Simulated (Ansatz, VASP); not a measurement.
# GeMo in two plane-wave programs, part 2 of 2

One calculation is typed for both programs; each brings its own data sets and cutoff. How far apart do they land? The cell is invented: As first built, before any earlier steps moved the atoms (in the runner's words): it takes the TiMo structure with some of its atoms replaced by other elements, volume scaled by an estimate. It may not be a known or stable phase. The cell is taken from a series of VASP runs on this material, whose earlier steps may have relaxed, scaled or displaced it; both programs get it as it stands.

VASP 6.6.1 and Ansatz 0.2.0.

So far: Set-up; VASP: band structure, RPBE; Ansatz: band structure, RPBE; Side by side; Ansatz: band structure, PBE, spin-orbit coupling.

**6. VASP: band structure, PBE, spin-orbit coupling**

Level of this step: PBE, spin-orbit coupling; plane waves and PAW (Mo_sv, Ge_d); invented cell (VASP).

The same cell, functional, mesh and smearing now go to VASP, with its own data sets and cutoff.

File INCAR:

```
SYSTEM = GeMo
PREC = Accurate
ENCUT = 410
EDIFF = 1E-06
NELM = 100
ISMEAR = 0
SIGMA = 0.02
LREAL = .FALSE.
ALGO = Normal
GGA = PE
LNONCOLLINEAR = .TRUE.
MAGMOM = 0 0 0 0 0 0
NBANDS = 40
GGA_COMPAT = .FALSE.
LASPH = .TRUE.
LSORBIT = .TRUE.
LMAXMIX = 4
LORBIT = 11
LWAVE = .FALSE.
LCHARG = .FALSE.
KPAR = 4
```

File POSCAR:

```
GeMo
1.0
    1.6019480164     -2.3773060662      0.0000000000
    1.6019480164      2.3773060662      0.0000000000
    0.0000000000      0.0000000000      4.1313414296
Mo Ge
1 1
Direct
    0.0000000000      0.0000000000      0.0000000000
    0.5000000000      0.5000000000      0.5000000000
```

File KPOINTS:

```
Automatic mesh
0
Gamma
7 7 5
0 0 0
```

File KPOINTS_OPT:

```
Line mode
16
Line-mode
Reciprocal
  0.00000000   0.00000000   0.00000000 GAMMA
  0.36351850   0.36351850   0.00000000 X

  0.36351850   0.36351850   0.00000000 X
  0.00000000   0.50000000   0.00000000 S

  0.00000000   0.50000000   0.00000000 S
  0.00000000   0.50000000   0.50000000 R

  0.00000000   0.50000000   0.50000000 R
  0.36351850   0.36351850   0.50000000 A

  0.36351850   0.36351850   0.50000000 A
  0.00000000   0.00000000   0.50000000 Z

  0.00000000   0.00000000   0.50000000 Z
  0.00000000   0.00000000   0.00000000 GAMMA

  0.00000000   0.00000000   0.00000000 GAMMA
 -0.50000000   0.50000000   0.00000000 Y

 -0.50000000   0.50000000   0.00000000 Y
 -0.36351850   0.63648150   0.00000000 X1

 -0.36351850   0.63648150   0.00000000 X1
 -0.36351850   0.63648150   0.50000000 A1

 -0.36351850   0.63648150   0.50000000 A1
 -0.50000000   0.50000000   0.50000000 T

 -0.50000000   0.50000000   0.50000000 T
 -0.50000000   0.50000000   0.00000000 Y

  0.00000000   0.00000000   0.50000000 Z
 -0.50000000   0.50000000   0.50000000 T
```

PAW data sets: Mo_sv and Ge_d (PBE family, release 64).

Run with:

```bash
$ mpirun -np 4 vasp_ncl
```

Numbers of over 12 decimals in the logs are rounded to 6 here.

The program printed:

```text
[banner, memory and clock lines left out]
running    4 mpi-ranks, on    1 nodes
[...]
LDA part: xc-table for (Slater+PW92), standard interpolation
 POSCAR, INCAR and KPOINTS ok, starting setup
[...]
entering main loop
       N       E                     dE             d eps       ncg     rms          rms(c)
DAV:   1     0.264301317395E+03    0.26430E+03   -0.12315E+04  5520   0.303E+03
DAV:   2     0.169989986924E+02   -0.24730E+03   -0.23644E+03  4064   0.727E+02
DAV:   3    -0.146152376957E+02   -0.31614E+02   -0.30674E+02  4424   0.157E+02
DAV:   4    -0.158088209128E+02   -0.11936E+01   -0.11912E+01  4200   0.344E+01
[...]
DAV:  10    -0.151646365523E+02    0.15307E-03   -0.37452E-04  4768   0.282E-01    0.830E-02
DAV:  11    -0.151646500950E+02   -0.13543E-04   -0.52872E-05  4600   0.816E-02    0.232E-02
DAV:  12    -0.151646502064E+02   -0.11138E-06   -0.98040E-06  5112   0.481E-02
   1 F= -.15164650E+02 E0= -.15164447E+02  d E =-.406516E-03  mag=     0.0000     0.0000    -0.0000
 Start KPOINTS_OPT (optional k-point list driver)
k-point batch [1-48\192]
       N       E                     dE             ncg
DAV:   1    -0.231296651237E+04   -0.42424E+05     5544
DAV:   2    -0.139441734342E+05   -0.11631E+05     4000
DAV:   3    -0.154379557575E+05   -0.14938E+04     4368
DAV:   4    -0.154945648987E+05   -0.56609E+02     4384
[...]
DAV:   8    -0.154955906349E+05   -0.33962E-04     4048
DAV:   9    -0.154955906363E+05   -0.13215E-05     2920
DAV:  10    -0.154955906365E+05   -0.23802E-06     2600
[...]
k-point batch [145-192\192]
       N       E                     dE             ncg
DAV:   1    -0.233990366446E+04   -0.50403E+05     5576
DAV:   2    -0.138827731291E+05   -0.11543E+05     4096
DAV:   3    -0.153441545566E+05   -0.14614E+04     4336
DAV:   4    -0.154018441679E+05   -0.57690E+02     4296
[...]
DAV:   8    -0.154029300986E+05   -0.40111E-04     3968
DAV:   9    -0.154029301003E+05   -0.17273E-05     2592
DAV:  10    -0.154029301006E+05   -0.23683E-06     2240
```

Parts of OUTCAR (step 6):

```text
  Total        0.5413562     -0.2112071     -0.1972749      0.0000000      0.0000000      0.0000000
  in kB       27.5637998    -10.7538651    -10.0444897      0.0000000      0.0000000      0.0000000
  external PRESSURE =       2.2551484 kB  Pullay stress =       0.0000000 kB

 POSITION                                       TOTAL-FORCE (eV/Angst)
 -----------------------------------------------------------------------------------
      0.00000      0.00000      0.00000         0.000000     -0.000000      0.000000
      1.60195      0.00000      2.06567         0.000000      0.000000      0.000000
 -----------------------------------------------------------------------------------
    total drift:                                0.000000      0.000000      0.000000

  FREE ENERGIE OF THE ION-ELECTRON SYSTEM (eV)
  ---------------------------------------------------
  free  energy   TOTEN  =       -15.1646502064 eV

  energy  without entropy=      -15.1642436904  energy(sigma->0) =      -15.16444695

 magnetization (x)
# of ion       s       p       d       tot
------------------------------------------
    1        0.000   0.000   0.000   0.000
    2        0.000   0.000   0.000   0.000
--------------------------------------------------
tot          0.000   0.000   0.000   0.000

 magnetization (y)
# of ion       s       p       d       tot
------------------------------------------
    1        0.000   0.000   0.000   0.000
    2        0.000   0.000   0.000   0.000
--------------------------------------------------
tot          0.000   0.000   0.000   0.000

 magnetization (z)
# of ion       s       p       d       tot
------------------------------------------
    1        0.000   0.000   0.000   0.000
    2        0.000  -0.000   0.000  -0.000
--------------------------------------------------
tot          0.000   0.000   0.000   0.000

[... 1 part as in an earlier step ...]

[... 2 further parts left out ...]
[key lines of the parts left out:]
E-fermi :  10.8587
```

The run ends at a pressure of 0.23 GPa.

**7. Side by side**

What differs besides the data sets and the points named for the pairs above, as far as they apply: spin-orbit coupling enters by fully relativistic files in Ansatz and inside the spheres in VASP. Total energies have different zeros and are not compared.

Both answers:

| quantity | Ansatz | VASP | difference |
| --- | --- | --- | --- |
| pressure (GPa) | 0.51 | 0.23 | +0.29 |

Levels from 3 eV below to 2 eV above the Fermi level differ by 4 meV r.m.s. and 17 meV at most; each VASP level is matched to the nearest of Ansatz, which flatters the figure a little.

**8. What came out**

```json
{"r.m.s. difference of levels near the Fermi level (band structure, RPBE)": "4.2 meV", "r.m.s. difference of levels near the Fermi level (band structure, PBE, spin-orbit coupling)": "3.7 meV"}
```

**Reading.** The r.m.s. difference of levels near the Fermi level is 4.2 meV (band structure, RPBE), within the 80 meV picked in this series as the mark of a large difference. Such differences can come from data sets, numerical settings and the points named under the comparisons, not from the functional's error against experiment.

[Lines on the potential files, build, host, timing and source positions are cut from VASP's logs without a mark.]

[Logs are printed without paths, hosts, clocks, repeated set-up lines and the standing remarks that a program may print on its own settings, such as how far it seeks lower states.]

[Hosts, paths, dates, database ids (printed as entryN), source tags and the programs' standing remarks are cut or masked in the printed files.]
